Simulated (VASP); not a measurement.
# HfAg2Sn2 (I4/mmm) in VASP: single point with r2SCAN

Aim: the single point of HfAg2Sn2 with r2SCAN.

All numbers are computed with VASP 6.6.1; they aren't measurements. Logs are shortened: lines on timing, memory, paths and dates and some standing lists are left out, and cuts for length are marked.

## 1. The structure

The structure is tetragonal, space group I4/mmm (No. 139). Conventional cell: a = 4.583 Å, b = 4.583 Å, c = 10.814 Å, α = 90.00°, β = 90.00°, γ = 90.00°. Around Hf (site symmetry 4/mmm) lie 8 Sn at 3.51 Å and 8 Ag at 3.54 Å. Ag (site symmetry -4m2) has 4 Sn at 2.67 Å as nearest neighbours. Sn (site symmetry 4mm) has 4 Ag at 2.67 Å and 1 Sn at 2.68 Å as nearest neighbours.

The cell was built by a generator and needn't be a form met in nature.

## 2. Single point, r2SCAN

Input file POSCAR:

```
HfAg2Sn2
1.0
    0.0000000000      4.5828170000      0.0000000000
    4.5828170000      0.0000000000      0.0000000000
    2.2914080000      2.2914080000     -5.4069610000
Hf Ag Sn
1 2 2
Direct
    0.0000000000      0.0000000000      0.0000000000
    0.7500000000      0.2500000000      0.5000000000
    0.2500000000      0.7500000000      0.5000000000
    0.3760000000      0.3760000000      0.2480000000
    0.6240000000      0.6240000000      0.7520000000
```

Input file INCAR.step1:

```
SYSTEM = HfAg2Sn2
PREC = Accurate
ENCUT = 520
ISMEAR = 1
SIGMA = 0.2475
LREAL = .False.
LASPH = .True.
NELM = 80
NBANDS = 38
GGA = PE
ALGO = Normal
EDIFF = 1E-4
LWAVE = .True.
LCHARG = .False.
```

Input file INCAR.step2:

```
SYSTEM = HfAg2Sn2
PREC = Accurate
ENCUT = 520
EDIFF = 1E-6
ISMEAR = 1
SIGMA = 0.2475
LREAL = .False.
LASPH = .True.
NELM = 80
ALGO = Normal
ISIF = 2
LWAVE = .False.
LCHARG = .True.
METAGGA = R2SCAN
LMIXTAU = .True.
LELF = .True.
LVHAR = .True.
NBANDS = 38
ISTART = 1
```

Input file KPOINTS:

```
Automatic mesh
0
Gamma
  6 6 5
  0 0 0
```

Potentials or basis: VASP PAW PBE potentials, release 64 (Hf_pv, Ag, Sn_d).

Run with:

```bash
> cat potpaw_PBE.64/Hf_pv/POTCAR potpaw_PBE.64/Ag/POTCAR potpaw_PBE.64/Sn_d/POTCAR > POTCAR
> cp INCAR.step1 INCAR
> mpirun -np 1 vasp_std > vasp.out
> cp INCAR.step2 INCAR
> mpirun -np 1 vasp_std > vasp.out
```

OUTCAR:

```text
SYSTEM = HfAg2Sn2
   PREC = Accurate
   ENCUT = 520
   EDIFF = 1E-6
   ISMEAR = 1
   LREAL = .False.
   LASPH = .True.
   NELM = 80
   ISIF = 2
   METAGGA = R2SCAN
   ISTART = 1

 ion  position               nearest neighbor table
   1  0.000  0.000  0.000-   4 3.51   5 3.51   5 3.51   5 3.51   4 3.51   4 3.51   5 3.51   4 3.51
                             3 3.54   2 3.54   3 3.54   2 3.54   2 3.54   3 3.54   3 3.54   2 3.54
   2  0.750  0.250  0.500-   4 2.67   5 2.67   4 2.67   5 2.67   3 3.24   3 3.24   3 3.24   3 3.24
                             1 3.54   1 3.54   1 3.54   1 3.54
   3  0.250  0.750  0.500-   4 2.67   5 2.67   4 2.67   5 2.67   2 3.24   2 3.24   2 3.24   2 3.24
                             1 3.54   1 3.54   1 3.54   1 3.54
   4  0.376  0.376  0.248-   2 2.67   3 2.67   3 2.67   2 2.67   5 2.68   1 3.51   1 3.51   1 3.51
                             1 3.51
   5  0.624  0.624  0.752-   2 2.67   3 2.67   3 2.67   2 2.67   4 2.68   1 3.51   1 3.51   1 3.51
                             1 3.51

  LATTYP: Found a body centered tetragonal cell.
 ALAT       =     4.5828170000
 C/A-ratio  =     2.3596669908

  Lattice vectors:

 A1 = (  -2.2914080000,   2.2914090000,   5.4069610000)
 A2 = (   2.2914090000,  -2.2914080000,   5.4069610000)
 A3 = (   2.2914080000,   2.2914080000,  -5.4069610000)

Analysis of symmetry for initial positions (statically):
=====================================================================
 Subroutine PRICEL returns:
 Original cell was already a primitive cell.

 Routine SETGRP: Setting up the symmetry group for a
 body centered tetragonal supercell.

 Subroutine GETGRP returns: Found 16 space group operations
 (whereof 16 operations were pure point group operations)
 out of a pool of 16 trial point group operations.

The static configuration has the point symmetry D_4h.

Analysis of symmetry for dynamics (positions and initial velocities):
=====================================================================
 Subroutine PRICEL returns:
 Original cell was already a primitive cell.

 Routine SETGRP: Setting up the symmetry group for a
 body centered tetragonal supercell.

 Subroutine GETGRP returns: Found 16 space group operations
 (whereof 16 operations were pure point group operations)
 out of a pool of 16 trial point group operations.

The dynamic configuration has the point symmetry D_4h.

 Subroutine INISYM returns: Found 16 space group operations
 (whereof 16 operations are pure point group operations),
 and found     1 'primitive' translations

----------------------------------------------------------------------------------------

                                     Primitive cell

  volume of cell :     113.5581

  direct lattice vectors                    reciprocal lattice vectors
     0.000000000  4.582817000  0.000000000     0.000000000  0.218206400  0.092473367
     4.582817000  0.000000000  0.000000000     0.218206400  0.000000000  0.092473367
     2.291408000  2.291408000 -5.406961000     0.000000000  0.000000000 -0.184946775

  length of vectors
     4.582817000  4.582817000  6.303675793     0.236992314  0.236992314  0.184946775

  position of ions in fractional coordinates (direct lattice)
     0.000000000  0.000000000  0.000000000
     0.750000000  0.250000000  0.500000000
     0.250000000  0.750000000  0.500000000
     0.376000000  0.376000000  0.248000000
     0.624000000  0.624000000  0.752000000

  ion indices of the primitive-cell ions
   primitive index   ion index
                 1           1
                 2           2
                 3           3
                 4           4
                 5           5

----------------------------------------------------------------------------------------

 KPOINTS: Automatic mesh

Automatic generation of k-mesh.
[... 19 lines left out ...]
|           W    W   A  A   R    R  NN   N  II  NN   N  G    G  !!!           |
|           W    W  A    A  R    R  N N  N  II  N N  N  G       !!!           |
|           W WW W  AAAAAA  RRRRR   N  N N  II  N  N N  G  GGG   !            |
|           WW  WW  A    A  R   R   N   NN  II  N   NN  G    G                |
|           W    W  A    A  R    R  N    N  II  N    N   GGGG   !!!           |
|                                                                             |
|     Your reciprocal lattice and k-lattice belong to different lattice       |
|     classes:                                                                |
|                                                                             |
|        The reciprocal lattice is body-centered tetragonal,                  |
|        whereas your k-lattice is base-centered monoclinic.                  |
|                                                                             |
|     Results are often still useful ...                                      |
|                                                                             |
 -----------------------------------------------------------------------------

 WARNING: IBZKPT: internal override: KBLOWUP is changed to .FALSE.
      ... skipping the blow-up phase ...

 Subroutine IBZKPT returns following result:
 ===========================================

 Found     55 irreducible k-points:

 Following reciprocal coordinates:
            Coordinates               Weight
  0.000000  0.000000  0.000000      1.000000
  0.166667  0.000000  0.000000      4.000000
  0.333333  0.000000  0.000000      4.000000
  0.500000  0.000000 -0.000000      2.000000
  0.166667  0.166667  0.000000      2.000000
  0.333333  0.166667  0.000000      4.000000
[... 16 lines left out ...]
 -0.333333  0.166667  0.200000      4.000000
 -0.166667  0.166667  0.200000      4.000000
 [... further k-points ...]
   k-points           NKPTS =     55   k-points in BZ     NKDIM =     55   number of bands    NBANDS=     38
   number of dos      NEDOS =    301   number of ions     NIONS =      5
   total plane-waves  NPLWV =  62208
   dimension x,y,z NGX =    36 NGY =   36 NGZ =   48
   dimension x,y,z NGXF=    72 NGYF=   72 NGZF=   96
   ions per type =               1   2   2
   NGX,Y,Z   is equivalent  to a cutoff of  13.06, 13.06, 12.66 a.u.
   NGXF,Y,Z  is equivalent  to a cutoff of  26.12, 26.12, 25.32 a.u.
 SYSTEM =  HfAg2Sn2
   PREC   = accura    normal or accurate (medium, high low for compatibility)
   ISTART =      1    job   : 0-new  1-cont  2-samecut
   ICHARG =      0    charge: 1-file 2-atom 10-const
   ISPIN  =      1    spin polarized calculation?
   LNONCOLLINEAR =      F non collinear calculations
   LSORBIT =      F    spin-orbit coupling
   LASPH  =      T    aspherical Exc in radial PAW
   ENCUT  =  520.0 eV  38.22 Ry    6.18 a.u.   8.52  8.52 11.72*2*pi/ulx,y,z
   NELM   =     80;   NELMIN=  2; NELMDL=  0     # of ELM steps
   EDIFF  = 0.1E-05   stopping-criterion for ELM
   LREAL  =      F    real-space projection
   EDIFFG = 0.1E-04   stopping-criterion for IOM
   NSW    =      0    number of steps for IOM
   IBRION =     -1    ionic relax: 0-MD 1-quasi-New 2-CG
   NFREE  =      0    steps in history (QN), initial steepest desc. (CG)
   ISIF   =      2    stress and relaxation
   ISYM   =      2    0-nonsym 1-usesym 2-fastsym
   POTIM  = 0.5000    time-step for ionic-motion
   TEBEG  =    0.0;   TEEND  =   0.0 temperature during run
   PSTRESS=    0.0 pullay stress
   NELECT =      60.0000    total number of electrons
   NUPDOWN=      -1.0000    fix difference up-down
   EMIN   =  10.00;   EMAX   =-10.00  energy-range for DOS
   EFERMI =   0.00;   METHOD = LEGACY
   ISMEAR =     1;   SIGMA  =   0.25  broadening in eV -4-tet -1-fermi 0-gaus
   EFERMI_NEDOS =   21; number of points for ismear=-14 and -15
   IALGO  =     38    algorithm
   IMIX   =      4    mixing-type and parameters
     AMIX     =   0.40;   BMIX     =  1.00
     AMIX_MAG =   1.60;   BMIX_MAG =  1.00
  volume/ion in A,a.u.               =      22.71       153.27
  Fermi-wavevector in a.u.,A,eV,Ry     =   1.323485  2.501025 23.832150  1.751614
  Thomas-Fermi vector in A             =   2.453090
   LORBIT       =      0    0 simple, 1 ext, 2 COOP (PROOUT), +10 PAW based schemes
   METAGGA = R2SCAN    functional components
   LHFCALC =     F    Hartree Fock is set to
   AEXX    =    0.0000 exact exchange contribution
   IVDW    =     0    specifies the selected vdW correction
   LEPSILON=     F    determine dielectric tensor
   LRPA    =     F    only Hartree local field effects (RPA)
 non-spin polarized calculation
 Methfessel and Paxton  Order N= 1 SIGMA  =   0.25
  energy-cutoff  :      520.00
  volume of cell :      113.56
 maximum number of plane-waves:      3080
 NGX is ok and might be reduce to    36
   NGX = 17   NGY = 17   NGZ = 23

 number of electron      60.0000000 magnetization

 Free energy of the ion-electron system (eV)
  ---------------------------------------------------
  ext. energy  EPLUGINS =         0.00000000
  ---------------------------------------------------
  free energy    TOTEN  =      -135.20191744 eV

  energy without entropy =     -135.20905827  energy(sigma->0) =     -135.20429771

 E-fermi :   8.0276     XC(G=0): -11.8411

 val. band max:        8.0182483206   @ k =  -0.1667   0.0000   0.4000
 cond. band min:       8.0357151031   @ k =  -0.3333   0.3333   0.0000
 fundamental gap:      0.0174667826
 Fermi energy:         8.0276187626

 k-point     1 :       0.0000    0.0000    0.0000
  band No.  band energies     occupation
      1     -26.0024      2.00000
      2     -26.0024      2.00000
      3     -25.9798      2.00000
      4     -14.8907      2.00000
      5     -14.7017      2.00000
      6     -14.7017      2.00000
[... 973 lines left out ...]
     37      11.6399     -0.00000
     38      12.4108     -0.00000

 [... further k-points ...]

------------------------ aborting loop because EDIFF is reached ----------------------------------------

  FORCE on cell =-STRESS in cart. coord.  units (eV):
  Direction    XX          YY          ZZ          XY          YZ          ZX
  --------------------------------------------------------------------------------------
  -------------------------------------------------------------------------------------
  Total       -2.2192120     -2.2192120      2.2846947      0.0000000      0.0000002      0.0000002
  in kB      -31.3105792    -31.3105792     32.2344663      0.0000000      0.0000030      0.0000030
  external PRESSURE =     -10.1288974 kB  Pullay stress =       0.0000000 kB

 VOLUME and BASIS-vectors are now :
 -----------------------------------------------------------------------------
  energy-cutoff  :      520.00
  volume of cell :      113.56
      direct lattice vectors                 reciprocal lattice vectors
     0.000000000  4.582817000  0.000000000     0.000000000  0.218206400  0.092473367
     4.582817000  0.000000000  0.000000000     0.218206400  0.000000000  0.092473367
     2.291408000  2.291408000 -5.406961000     0.000000000  0.000000000 -0.184946775

 POSITION                                       TOTAL-FORCE (eV/Angst)
 -----------------------------------------------------------------------------------
      0.00000      0.00000      0.00000         0.000000      0.000000      0.000000
      2.29141      4.58282     -2.70348        -0.000000      0.000000      0.000000
      4.58282      2.29141     -2.70348         0.000000     -0.000000      0.000000
      2.29141      2.29141     -1.34093         0.000000      0.000000      0.727166
      4.58282      4.58282     -4.06603        -0.000000     -0.000000     -0.727166
 -----------------------------------------------------------------------------------
    total drift:                               -0.000000      0.000000     -0.000000

  FREE ENERGIE OF THE ION-ELECTRON SYSTEM (eV)
  ---------------------------------------------------
  free  energy   TOTEN  =      -135.2019174373 eV

  energy  without entropy=     -135.2090582671  energy(sigma->0) =     -135.20429771
```

Wall time 5.5 min (1 thread of Intel Xeon 6975P-C (Granite Rapids), shared host); peak memory 0.41 GiB.

What came out:

```yaml
Free_energy: -135.2019 eV
Pressure: -1.0 GPa
Largest_force: 0.727 eV/Å
Band_gap_on_the_k_mesh: none (metal or under the smearing width)
```

Forces on the atoms (eV/Å):
```
Hf   0.000  0.000  0.000
Ag   0.000  0.000  0.000
Ag   0.000  0.000  0.000
Sn   0.000  0.000  0.727
Sn   0.000  0.000 -0.727
```

Levels at points of the mesh, in eV from the Fermi level:
```csv
k point,band 26,band 27,band 28,band 29,band 30,band 31,band 32,band 33,band 34,band 35
"(0.00, 0.00, 0.00)",-4.05,-2.28,-2.28,-1.17,0.07,0.07,0.24,0.43,1.59,1.84
"(0.50, 0.00, 0.00)",-4.53,-3.96,-1.89,-0.30,0.12,0.33,0.91,0.97,1.00,1.92
"(0.50, 0.50, 0.00)",-4.00,-3.88,-3.58,-3.43,-2.27,0.06,1.23,1.35,1.59,1.91
```

Caveat: the PAW data sets were made with another functional, which shifts forces and pressure a little. The run has no spin-orbit coupling, so splittings on Hf are missing.
